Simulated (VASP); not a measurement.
Input for VASP

INCAR:
```
SYSTEM = ZnO
PREC = Accurate
ENCUT = 520
EDIFF = 1E-6
NELM = 100
ALGO = Normal
LREAL = .FALSE.
LASPH = .TRUE.
ISMEAR = 0
SIGMA = 0.05
GGA = PS
LMAXMIX = 4
LWAVE = .FALSE.
LCHARG = .FALSE.
IBRION = 2
ISIF = 3
NSW = 60
EDIFFG = -0.02
```

**KPOINTS**
```
K-points
0
gamma
  4 4 6
0 0 0
```

### POSCAR
```
ZnO
1
    5.5175700000     0.0000000000     0.0000000000
    0.0000000000     5.5175700000     0.0000000000
    0.0000000000     0.0000000000     3.2587800000
Zn O
4 4
Direct
  0.1819700000   0.1819700000   0.5000000000
  0.8180300000   0.8180300000   0.5000000000
  0.3180300000   0.6819700000   0.0000000000
  0.6819700000   0.3180300000   0.0000000000
  0.8172500000   0.1827500000   0.5000000000
  0.1827500000   0.8172500000   0.5000000000
  0.3172500000   0.3172500000   0.0000000000
  0.6827500000   0.6827500000   0.0000000000
```

POTCAR, in this order: Zn O (PBE.64 set). Program: vasp_std.

Question: Write an equivalent input for Ansatz.

Answer: One equivalent input (not run):
Ansatz 0.2 input:
```yaml
crystal:
  lattice:
    - [5.5175700, 0.0000000, 0.0000000]
    - [0.0000000, 5.5175700, 0.0000000]
    - [0.0000000, 0.0000000, 3.2587800]
  atoms:
    - { symbol: Zn, position: [0.1819700, 0.1819700, 0.5000000] }
    - { symbol: Zn, position: [0.8180300, 0.8180300, 0.5000000] }
    - { symbol: Zn, position: [0.3180300, 0.6819700, 0.0000000] }
    - { symbol: Zn, position: [0.6819700, 0.3180300, 0.0000000] }
    - { symbol: O, position: [0.8172500, 0.1827500, 0.5000000] }
    - { symbol: O, position: [0.1827500, 0.8172500, 0.5000000] }
    - { symbol: O, position: [0.3172500, 0.3172500, 0.0000000] }
    - { symbol: O, position: [0.6827500, 0.6827500, 0.0000000] }
kpoints:
  mp_grid: { grid: [4, 4, 6] }
hamiltonian:
  xc: pbesol
  pseudopotentials: { kind: paw }
scf:
  occupations: { method: gaussian, width: 0.05 }
  max_iter: 100
relax:
  max_steps: 60
  f_tol: 0.02
  cell: {}
output: { forces: true, stress: true, eigenvalues: true }
```
Limits of the translation: each code has its own PAW files, so the cut-off isn't converted (ENCUT is set for VASP's; basis.ecutwfc is left out, and Ansatz then takes the one that its files recommend); Ansatz stops its SCF on the density residual and VASP on the energy change (EDIFF).

The structure comes from a computed database's ZnO entry (P4_2/mnm); how it stands against other phases isn't given here. This run relaxes it. Symmetry was kept, so distortions that lower it aren't found. The start is the result of an earlier pass.
